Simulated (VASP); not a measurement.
All values below come from PBEsol GGA, VASP's PBE PAW potentials (set 64) (plane waves; VASP).

A VASP calculation is set up with these files.

**POSCAR**
```
MgS
1
    4.0262600117     0.0000000000     0.0000000000
   -2.0131300058     3.4868430403     0.0000000000
    0.0000000000     0.0000000000     6.4035091489
Mg S
2 2
Direct
  0.6666670000   0.3333330000   0.4960862349
  0.3333330000   0.6666670000   0.9960862349
  0.3333330000   0.6666670000   0.3789037651
  0.6666670000   0.3333330000   0.8789037651
```

**KPOINTS**
```
Automatic mesh
0
Gamma
6 6 3
0 0 0
```

**INCAR**
```
SYSTEM = MgS
PREC = Accurate
ENCUT = 400
EDIFF = 1E-6
NELM = 100
ALGO = Normal
LREAL = .FALSE.
LASPH = .TRUE.
ISMEAR = 0
SIGMA = 0.05
GGA = PS
LWAVE = .FALSE.
LCHARG = .FALSE.
IBRION = 2
ISIF = 3
NSW = 60
EDIFFG = -0.02
```

POTCAR, in this order: Mg S (PBE.64 set). Program: vasp_std.

### Question
What will the output report for the number of irreducible k-points (NKPTS), number of bands (NBANDS), largest plane-wave count, number of space-group operations, FFT grid (NGX, NGY, NGZ)?

### Answer

| Property | Result |
|---|---|
| number of irreducible k-points (NKPTS) | 14 |
| number of bands (NBANDS) | 12 |
| largest plane-wave count | 1665 |
| number of space-group operations | 12 |
| FFT grid (NGX, NGY, NGZ) | 28 × 28 × 42 |

The structure comes from a computed database's MgS entry (P6_3mc); how it stands against other phases isn't given here. This run relaxes it. Symmetry was kept, so distortions that lower it aren't found. The start is the result of an earlier pass.
